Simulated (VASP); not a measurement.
Computed with PBE GGA, VASP's PBE PAW potentials (set 64) (plane waves; VASP).

VASP ran on this input.

KPOINTS:
```
Automatic mesh
0
Gamma
6 6 9
0 0 0
```

### POSCAR
```
SnO2
1
    4.8316751678     0.0000000000     0.0000000000
    0.0000000000     4.8316751678     0.0000000000
    0.0000000000     0.0000000000     3.2414284937
Sn O
2 4
Direct
  0.0000000000   0.0000000000   0.0000000000
  0.5000000000   0.5000000000   0.5000000000
  0.3070000000   0.3070000000   0.0000000000
  0.8070000000   0.1930000000   0.5000000000
  0.1930000000   0.8070000000   0.5000000000
  0.6930000000   0.6930000000   0.0000000000
```

**INCAR**
```
! general
SYSTEM   =  SnO2
PREC     =  Normal
ENCUT    =  450
LREAL    =  .False.   ! projection in real space or not
LASPH    =  .True.   ! aspherical one-centre terms

! electronic loop
EDIFF    =  1E-5
NELM     =  100   ! most electronic steps
NELMIN   =  4
ALGO     =  Fast   ! Davidson, then RMM-DIIS
LMAXMIX  =  4

! smearing
ISMEAR   =  0   ! Gaussian
SIGMA    =  0.05   ! width (eV)

! functional
GGA      =  PE   ! PBE

! ions
IBRION   =  2
NSW      =  20   ! most ionic steps
ISIF     =  2   ! forces and stress, cell fixed
EDIFFG   =  -0.03   ! ionic stop

! output
LWAVE    =  .False.
LCHARG   =  .False.
```

POTCAR, in this order: Sn_d O (PBE.64 set). Program: vasp_std.

The run wrote:

File OSZICAR:
```
       N       E                     dE             d eps       ncg     rms          rms(c)
DAV:   1     0.616342361402E+03    0.61634E+03   -0.24310E+04  3358   0.236E+03
DAV:   2     0.465344283657E+02   -0.56981E+03   -0.55045E+03  3606   0.637E+02
DAV:   3    -0.393204710532E+02   -0.85855E+02   -0.85019E+02  3667   0.215E+02
DAV:   4    -0.433021007696E+02   -0.39816E+01   -0.39698E+01  3599   0.519E+01
DAV:   5    -0.434341925068E+02   -0.13209E+00   -0.13205E+00  4045   0.952E+00    0.155E+01
RMM:   6    -0.370337492234E+02    0.64004E+01   -0.21862E+01  3646   0.264E+01    0.589E+00
RMM:   7    -0.373960156859E+02   -0.36227E+00   -0.47749E+00  3937   0.112E+01    0.353E+00
RMM:   8    -0.373440066448E+02    0.52009E-01   -0.66838E-01  3592   0.496E+00    0.105E+00
RMM:   9    -0.373256267656E+02    0.18380E-01   -0.14516E-01  3741   0.249E+00    0.400E-01
RMM:  10    -0.373320543974E+02   -0.64276E-02   -0.76684E-02  3632   0.164E+00    0.481E-01
RMM:  11    -0.373273773634E+02    0.46770E-02   -0.12284E-02  3948   0.839E-01    0.155E-01
RMM:  12    -0.373274370441E+02   -0.59681E-04   -0.71191E-03  3751   0.466E-01    0.567E-02
RMM:  13    -0.373275288154E+02   -0.91771E-04   -0.10933E-03  3805   0.194E-01    0.400E-02
RMM:  14    -0.373275233075E+02    0.55079E-05   -0.20597E-04  3478   0.811E-02    0.214E-02
RMM:  15    -0.373275196127E+02    0.36949E-05   -0.73347E-05  3041   0.497E-02
   1 F= -.37327520E+02 E0= -.37327520E+02  d E =-.373275E+02
       N       E                     dE             d eps       ncg     rms          rms(c)
DAV:   1    -0.373274251650E+02    0.98143E-04   -0.21790E-01  3797   0.270E+00    0.958E-02
RMM:   2    -0.373278923215E+02   -0.46716E-03   -0.51529E-03  3476   0.492E-01    0.337E-02
RMM:   3    -0.373279275349E+02   -0.35213E-04   -0.68442E-04  3452   0.208E-01    0.189E-02
RMM:   4    -0.373279300335E+02   -0.24986E-05   -0.15567E-04  3250   0.943E-02    0.704E-03
RMM:   5    -0.373279336708E+02   -0.36373E-05   -0.39335E-05  2748   0.459E-02
   2 F= -.37327934E+02 E0= -.37327934E+02  d E =-.414058E-03
```

File OUTCAR:
```
------------------------ aborting loop because EDIFF is reached ----------------------------------------
  FORCE on cell =-STRESS in cart. coord.  units (eV):
  Direction    XX          YY          ZZ          XY          YZ          ZX
  --------------------------------------------------------------------------------------
  Total       -0.5466717     -0.5466717     -0.4455494     -0.0000000      0.0000000      0.0000000
  in kB      -11.5745809    -11.5745809     -9.4335369     -0.0000000      0.0000000      0.0000000
  external PRESSURE =     -10.8608996 kB  Pullay stress =       0.0000000 kB
  volume of cell :       75.67
      direct lattice vectors                 reciprocal lattice vectors
     4.831675168  0.000000000  0.000000000     0.206967556  0.000000000  0.000000000
     0.000000000  4.831675168  0.000000000     0.000000000  0.206967556  0.000000000
     0.000000000  0.000000000  3.241428494     0.000000000  0.000000000  0.308505957
 POSITION                                       TOTAL-FORCE (eV/Angst)
 -----------------------------------------------------------------------------------
      0.00000      0.00000      3.24143         0.000000     -0.000000      0.000000
      2.41584      2.41584      1.62071         0.000000     -0.000000      0.000000
      1.48110      1.48110      3.24143         0.000491      0.000491      0.000000
      3.89694      0.93474      1.62071         0.000491     -0.000491     -0.000000
      0.93474      3.89694      1.62071        -0.000491      0.000491      0.000000
      3.35058      3.35058      0.00000        -0.000491     -0.000491     -0.000000
 -----------------------------------------------------------------------------------
    total drift:                                0.000000      0.000000      0.000000
  FREE ENERGIE OF THE ION-ELECTRON SYSTEM (eV)
  ---------------------------------------------------
  free  energy   TOTEN  =       -37.3279336708 eV

  energy  without entropy=      -37.3279336708  energy(sigma->0) =      -37.32793367

 reached required accuracy - stopping structural energy minimisation
```
(Selected blocks of OUTCAR.)

CONTCAR:
```
SnO2
   1.00000000000000
     4.8316751678000003    0.0000000000000000    0.0000000000000000
     0.0000000000000000    4.8316751678000003    0.0000000000000000
     0.0000000000000000    0.0000000000000000    3.2414284937000000
  Sn              O
     2     4
Direct
     0.0000000000000000    0.0000000000000000    1.0000000000000000
     0.5000000000000000    0.5000000000000000    0.5000000000000000
     0.3065393481898088    0.3065393481898088    1.0000000000000000
     0.8065393481898088    0.1934606518101912    0.5000000000000000
     0.1934606518101912    0.8065393481898088    0.5000000000000000
     0.6934606518101912    0.6934606518101912    0.0000000000000000
```

At this cut-off the stress carries a Pulay error, which pulls relaxed volumes low.

The compound is SnO2 in the rutile structure. This run relaxes the ions in a fixed cell. Symmetry was kept, so distortions that lower it aren't found.
